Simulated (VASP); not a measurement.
An input for Ansatz (written as the equivalent of a VASP run, and not itself run):

Ansatz 0.2 input:
```yaml
crystal:
  lattice:
    - [-2.0839577, 2.0839577, 2.0839577]
    - [2.0839577, -2.0839577, 2.0839577]
    - [2.0839577, 2.0839577, -2.0839577]
  atoms:
    - { symbol: Na, position: [0.0000000, 0.0000000, 0.0000000] }
kpoints:
  mp_grid: { grid: [12, 12, 12] }
hamiltonian:
  xc: r2scan
  pseudopotentials: { kind: paw }
scf:
  occupations: { method: methfessel_paxton, width: 0.1 }
  max_iter: 100
relax:
  max_steps: 40
  f_tol: 0.01
  cell: { p_target: 1 }
output: { forces: true, stress: true, eigenvalues: true }
```

Question: Translate this input to VASP (INCAR, KPOINTS, POSCAR, choice of POTCAR).

Answer: This is not unique; one that fits is 
File POSCAR:
```
Na
1
   -2.0839576907     2.0839576907     2.0839576907
    2.0839576907    -2.0839576907     2.0839576907
    2.0839576907     2.0839576907    -2.0839576907
Na
1
Direct
  0.0000000000   0.0000000000   0.0000000000
```

**INCAR**
```
# general
SYSTEM   =  Na
PREC     =  Accurate
ENCUT    =  480   # plane-wave cut-off (eV)
LREAL    =  .FALSE.   # projection in real space or not
LASPH    =  .TRUE.   # aspherical one-centre terms

# electronic loop
EDIFF    =  1E-7   # SCF stop (eV)
NELM     =  100   # most electronic steps
ALGO     =  Normal   # blocked Davidson
LMIXTAU  =  .TRUE.

# smearing
ISMEAR   =  1
SIGMA    =  0.1   # width (eV)

# functional
METAGGA  =  R2SCAN

# ions
IBRION   =  2   # conjugate gradients
NSW      =  40
ISIF     =  3   # ions, shape and volume
EDIFFG   =  -0.01   # ionic stop
PSTRESS  =  10

# output
LWAVE    =  .FALSE.
LCHARG   =  .FALSE.
```

**KPOINTS**
```
Automatic mesh
0
Gamma
12 12 12
0 0 0
```

POTCAR, in this order: Na_pv (PBE.64 set). Program: vasp_std.

Limits of the translation: each code has its own PAW files, so the cut-off isn't converted (ENCUT is set for VASP's; basis.ecutwfc is left out, and Ansatz then takes the one that its files recommend); Ansatz stops its SCF on the density residual and VASP on the energy change (EDIFF).

The compound is Na in the bcc structure. This run relaxes it under an external pressure of 1 GPa. Symmetry was kept, so distortions that lower it aren't found.
